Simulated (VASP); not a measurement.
Computed with PBE GGA, VASP's PBE PAW potentials (set 64) (plane waves; VASP).

A VASP calculation is set up with these files.

File KPOINTS:
```
Automatic mesh
0
Gamma
16 16 16
0 0 0
```

INCAR:
```
ALGO=Normal
EDIFF=1E-6
EDIFFG=-0.02
ENCUT=500
GGA=PE
IBRION=2
ISIF=3
ISMEAR=1
LASPH=.TRUE.
LCHARG=.FALSE.
LMAXMIX=4
LREAL=.FALSE.
LWAVE=.FALSE.
NELM=100
NSW=40
PREC=Accurate
PSTRESS=200
SIGMA=0.1
SYSTEM=Nb
```

### POSCAR
```
Nb
1
   -1.6012704884     1.6012704884     1.6012704884
    1.6012704884    -1.6012704884     1.6012704884
    1.6012704884     1.6012704884    -1.6012704884
Nb
1
Direct
  1.0000000000   0.0000000000   1.0000000000
```

POTCAR, in this order: Nb_sv (PBE.64 set). Program: vasp_std.

Output of the run:

### OUTCAR
```
 ion  position               nearest neighbor table
   1  0.000  0.000  0.000-
  LATTYP: Found a body centered cubic cell.
 ALAT       =     3.2025409768
 Subroutine PRICEL returns:
 Original cell was already a primitive cell.
 Subroutine GETGRP returns: Found 48 space group operations
The static configuration has the point symmetry O_h .
The dynamic configuration has the point symmetry O_h .
 Subroutine INISYM returns: Found 48 space group operations
 Subroutine IBZKPT returns following result:
 Found    145 irreducible k-points:

 Following reciprocal coordinates:
            Coordinates               Weight
  0.000000  0.000000  0.000000      1.000000
  0.062500  0.000000  0.000000     12.000000
  0.125000  0.000000  0.000000     12.000000
  0.187500  0.000000  0.000000     12.000000
  0.250000  0.000000  0.000000     12.000000
  0.312500  0.000000  0.000000     12.000000
  0.375000  0.000000  0.000000     12.000000
  0.437500  0.000000  0.000000     12.000000
  0.500000  0.000000  0.000000      6.000000
  0.062500  0.062500  0.000000     24.000000
  0.125000  0.062500 -0.000000     48.000000
  0.187500  0.062500  0.000000     48.000000
  0.250000  0.062500 -0.000000     48.000000
  0.312500  0.062500  0.000000     48.000000
  0.375000  0.062500  0.000000     48.000000
  0.437500  0.062500  0.000000     48.000000
  0.125000  0.125000  0.000000     24.000000
  0.187500  0.125000 -0.000000     48.000000
  0.250000  0.125000 -0.000000     48.000000
  0.312500  0.125000  0.000000     48.000000
  0.375000  0.125000  0.000000     48.000000
  0.437500  0.125000 -0.000000     24.000000
  0.187500  0.187500  0.000000     24.000000
  0.250000  0.187500  0.000000     48.000000
  0.312500  0.187500  0.000000     48.000000
...
```

OSZICAR:
```
       N       E                     dE             d eps       ncg     rms          rms(c)
DAV:   1     0.114887397053E+03    0.11489E+03   -0.74767E+03  2924   0.129E+03
DAV:   2    -0.524703545503E+01   -0.12013E+03   -0.11699E+03  3108   0.443E+02
DAV:   3    -0.102043803911E+02   -0.49573E+01   -0.47058E+01  4216   0.765E+01
DAV:   4    -0.104435969203E+02   -0.23922E+00   -0.23567E+00  3958   0.155E+01
DAV:   5    -0.104553831433E+02   -0.11786E-01   -0.11782E-01  4350   0.275E+00    0.823E+00
DAV:   6    -0.101477670877E+02    0.30762E+00   -0.62674E-01  4490   0.109E+01    0.305E+00
DAV:   7    -0.101150143747E+02    0.32753E-01   -0.21315E-01  4526   0.637E+00    0.956E-01
DAV:   8    -0.101215932540E+02   -0.65789E-02   -0.13997E-02  3396   0.187E+00    0.441E-02
DAV:   9    -0.101216767892E+02   -0.83535E-04   -0.12641E-03  4902   0.302E-01    0.581E-02
DAV:  10    -0.101216999093E+02   -0.23120E-04   -0.34335E-05  3752   0.896E-02    0.253E-02
DAV:  11    -0.101216908017E+02    0.91076E-05   -0.97541E-06  3196   0.653E-02    0.502E-03
DAV:  12    -0.101216905660E+02    0.23568E-06   -0.19233E-07  1724   0.653E-03
   1 F= -.80715978E+01 E0= -.80717384E+01  d E =-.807160E+01
```

File OUTCAR:
```
------------------------ aborting loop because EDIFF is reached ----------------------------------------
  FORCE on cell =-STRESS in cart. coord.  units (eV):
  Direction    XX          YY          ZZ          XY          YZ          ZX
  --------------------------------------------------------------------------------------
  Total        2.0432016      2.0432016      2.0432016      0.0000000      0.0000000     -0.0000000
  in kB      199.3277302    199.3277302    199.3277302      0.0000000      0.0000000     -0.0000000
  external PRESSURE =      -0.6722698 kB  Pullay stress =     200.0000000 kB
  volume of cell :       16.42
      direct lattice vectors                 reciprocal lattice vectors
    -1.601270488  1.601270488  1.601270488     0.000000000  0.312252055  0.312252055
     1.601270488 -1.601270488  1.601270488     0.312252055  0.000000000  0.312252055
     1.601270488  1.601270488 -1.601270488     0.312252055  0.312252055  0.000000000
 POSITION                                       TOTAL-FORCE (eV/Angst)
 -----------------------------------------------------------------------------------
      0.00000      0.00000      0.00000         0.000000     -0.000000     -0.000000
 -----------------------------------------------------------------------------------
    total drift:                                0.000000     -0.000000      0.000000
  FREE ENERGIE OF THE ION-ELECTRON SYSTEM (eV)
  ---------------------------------------------------
  free  energy   TOTEN  =       -10.1216905660 eV

  energy  without entropy=      -10.1221121322  energy(sigma->0) =      -10.12183109
  enthalpy is  TOTEN    =        -8.0715978459 eV   P V=        2.0500927202

 reached required accuracy - stopping structural energy minimisation
```
(Selected blocks of OUTCAR.)

### OUTCAR
```
 val. band max:       12.4770783263   @ k =   0.1875   0.0000   0.0000

 cond. band min:      12.5048537778   @ k =  -0.1875   0.1875   0.0625


 Fermi energy:        12.4926577501

 k-point     1 :       0.0000    0.0000    0.0000
  band No.  band energies     occupation
      1     -41.7599      2.00000
      2     -16.8253      2.00000
      3     -16.8253      2.00000
      4     -16.8253      2.00000
      5       6.4311      2.00000
      6      12.8458     -0.00001
      7      12.8458     -0.00001
      8      12.8458     -0.00001
      9      16.0724      0.00000
     10      16.0724      0.00000

 k-point     2 :       0.0625    0.0000    0.0000
  band No.  band energies     occupation
      1     -41.7468      2.00000
      2     -16.9004      2.00000
      3     -16.8476      2.00000
      4     -16.8261      2.00000
      5       6.6122      2.00000
      6      12.7311     -0.00382
      7      12.8187     -0.00004
      8      13.0203     -0.00000
      9      15.8883      0.00000
     10      16.0708      0.00000

 k-point     3 :       0.1250    0.0000    0.0000
  band No.  band energies     occupation
      1     -41.7095      2.00000
      2     -17.1108      2.00000
      3     -16.9105      2.00000
      4     -16.8284      2.00000
      5       7.1174      2.00000
      6      12.4217      1.92638
      7      12.6992     -0.01289
      8      13.5346     -0.00000
      9      15.5409      0.00000
     10      16.0785      0.00000

 k-point     4 :       0.1875    0.0000    0.0000
  band No.  band energies     occupation
      1     -41.6531      2.00000
      2     -17.4167      2.00000
      3     -17.0034      2.00000
      4     -16.8319      2.00000
      5       7.8211      2.00000
      6      12.0000      2.00000
      7      12.4771      1.26017
      8      14.3632     -0.00000
      9      15.3790      0.00000
     10      16.1254      0.00000

 k-point     5 :       0.2500    0.0000    0.0000
...
```

The compound is Nb in the bcc structure. It was relaxed first under an external pressure of 20 GPa.
